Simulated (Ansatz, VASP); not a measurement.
Two plane-wave programs on Hf7Cl

```
Hf Cl
1.0
     6.29704    0.00000    0.00000
    -3.14852    5.45340    0.00000
     0.00000    0.00000    5.15217
Hf Cl
7 1
Cartesian
  0.0000 1.8288 2.5761
  1.5648 4.5390 2.5761
  -1.5648 4.5390 2.5761
  4.7437 0.8968 0.0000
  1.5533 0.8968 0.0000
  3.1485 3.6598 0.0000
  0.0000 3.6356 0.0000
  3.1485 1.8178 2.5761
```

Change from the starting cell: species swapped into the LiMg7 type (P-6m2, No. 187).

Alike in both runs: functional PBE; k mesh 3 × 3 × 3; occupations gaussian, width 0.2 eV; no spin polarisation.

Ansatz relaxed the structure, and its values are those at the end. VASP's run is a single point on that final structure, the one shown.

|  | VASP | Ansatz |
| --- | --- | --- |
| version | VASP 6.6.1 | Ansatz 0.2.0 |
| potentials or method | VASP PAW PBE potentials, release 64 (Hf_pv, Cl) | scalar-relativistic, plane waves, PAW |
| plane-wave cutoff (eV) | 520 | 420 |
| valence electrons in the cell | 77 | 189 |

```tsv
	VASP	Ansatz	Ansatz less VASP
gap on the k mesh at the Fermi level (eV)	none	none	-
pressure (GPa)	-0.7	-0.3	+0.42
rms of the force components (eV/Å)	0.012	0.008	-0.0040
```

A gap of «none» marks a metal or a gap that the smearing closes. The two sets of potentials don't hold the same shells in valence.

Caveats: the k mesh is coarse (spacing up to 0.41 Å⁻¹), so the values aren't converged; an odd number of electrons without spin polarisation forces a metal; a magnetic or distorted state may lie lower. The runs have no spin-orbit coupling, so splittings on Hf are missing.
